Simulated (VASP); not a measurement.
Data:

```xyz
2
Lattice="3.6102 0.0000 0.0000 0.0000 3.6102 0.0000 0.0000 0.0000 3.6102" Properties=species:S:1:pos:R:3 pbc="T T T"
Mg     0.0000     0.0000     0.0000
Sn     1.8051     1.8051     1.8051
```

Calculation: PBEsol GGA, VASP's PBE PAW potentials (set 64) (plane waves; VASP 6.6.1). Settings: 400 eV cut-off, 11×11×11 Γ-centred mesh, tetrahedra with Blöchl corrections, potentials Mg Sn_d.

Unless said otherwise, spin-orbit coupling is left out, though it shifts the bands of the heavy elements here.

Problem. Tabulate the total density of states (states/eV per cell) against energy (eV; zero at the valence-band maximum or, without a gap, the Fermi level).

Solution. 
```
E (eV) | DOS (states/eV)
    -9.98 | ### 0.14
    -9.38 | ######## 0.32
    -8.90 | ########## 0.43
    -8.30 | ################# 0.72
    -7.70 | ################ 0.67
    -7.22 | ############## 0.57
    -6.62 | ########### 0.47
    -6.02 | ##### 0.19
    -5.54 | ### 0.10
    -4.94 | ######### 0.35
    -4.34 | ############# 0.53
    -3.86 | ################## 0.76
    -3.26 | ###################### 0.89
    -2.66 | ####################### 0.95
    -2.18 | #################### 0.83
    -1.58 | #################### 0.82
    -0.98 | ################### 0.79
    -0.50 | #################### 0.82
     0.10 | ##################### 0.86
     0.70 | ########################## 1.07
     1.18 | ########################## 1.08
     1.78 | ############################## 1.24
     2.38 | ######################## 1.01
     2.86 | ###################### 0.91
     3.46 | ####################### 0.94
```
Within 2 eV below the Fermi level the largest weight inside VASP's projection spheres is Sn p, then Sn s.

The structure comes from a computed database's MgSn entry (Pm-3m); how it stands against other phases isn't given here. It was relaxed first.
